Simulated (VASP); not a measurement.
The system is Be3Te2Se.

```
Be Te Se
1.0
     3.76700    0.00000    0.00000
    -1.88350    3.26232    0.00000
     0.00000    0.00000   18.45000
Be Te Se
6 4 2
Direct
  0.33333 0.66667 0.12500
  0.33333 0.66667 0.79167
  0.66667 0.33333 0.95833
  0.66667 0.33333 0.62500
  0.33333 0.66667 0.45833
  0.66667 0.33333 0.29167
  0.33333 0.66667 0.66667
  0.66667 0.33333 0.83333
  0.33333 0.66667 0.33333
  0.66667 0.33333 0.16667
  0.33333 0.66667 0.00000
  0.66667 0.33333 0.50000
```

The cell was built by a generator and needn't be a form met in nature.

- Program: VASP 6.6.1
- Task: relaxation of cell and atoms
- Functional: PBE
- Potentials or basis: VASP PAW PBE potentials, release 64 (Be, Te, Se)
- Cutoff: 520 eV
- k mesh: 4 × 4 × 1
- Occupations: gaussian, width 0.15 eV
- Spin: no spin polarisation

At the start: pressure 8.8 GPa; volume 18.89 Å³/atom.

Question: How do energy, volume and symmetry change on relaxing?

Answer: Over 8 steps the energy falls by 79.9 meV/atom and the volume is 21.13 Å³/atom (+11.8 %); space group P6_3mc (No. 186, to 0.05 Å).

The path:
```tsv
step	energy change (eV)	largest force (eV/Å)	pressure (GPa)	volume (Å³)
1	0.0000	1.1709	8.81	226.73
2	-0.8048	0.4626	-2.04	262.56
3	-0.8363	0.5712	-0.25	255.79
4	-0.8358	0.5589	-0.69	256.65
5	-0.8980	0.3865	-0.50	255.55
6	-0.9522	0.1487	0.09	252.99
7	-0.9531	0.1490	0.07	253.30
8	-0.9591	0.0282	-0.11	253.52
```

Final structure:
```
Be Te Se
1.0
     3.90321    0.00000    0.00000
    -1.95161    3.38028    0.00000
     0.00000    0.00000   19.21471
Be Te Se
6 4 2
Direct
  0.33333 0.66667 0.11779
  0.33333 0.66667 0.79165
  0.66667 0.33333 0.96521
  0.66667 0.33333 0.61779
  0.33333 0.66667 0.46520
  0.66667 0.33333 0.29165
  0.33333 0.66667 0.66362
  0.66667 0.33333 0.83636
  0.33333 0.66667 0.33636
  0.66667 0.33333 0.16362
  0.33333 0.66667 0.00037
  0.66667 0.33333 0.50037
```

Caveat: the k mesh is coarse (spacing up to 0.48 Å⁻¹), so the values aren't converged.
